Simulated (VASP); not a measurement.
Consider the following.

```yaml
crystal:
  lattice:
    - [0.00000, 2.92474, 2.92474]
    - [2.92474, 0.00000, 2.92474]
    - [2.92474, 2.92474, 0.00000]
  atoms:
    - { symbol: Zn, position: [0.00000, 0.00000, 0.00000] }
    - { symbol: Se, position: [0.25000, 0.25000, 0.25000] }
```

The numbers are results of revPBE GGA, VASP's PBE PAW potentials (set 64) (plane waves; VASP), not measurements. Run with 520 eV cut-off, 8×8×8 Γ-centred mesh, Gaussian smearing of 0.050 eV, potentials Zn Se.

Question: Give the stress tensor in GPa (positive for a compressed cell).

Answer: 
```
-1.40   0.00   0.00
 0.00  -1.40   0.00
 0.00   0.00  -1.40
```
The pressure is its mean diagonal, -1.40 GPa.

The compound is ZnSe in the zinc blende structure. This cell is one point of a volume scan, at 1.03 of the reference volume.
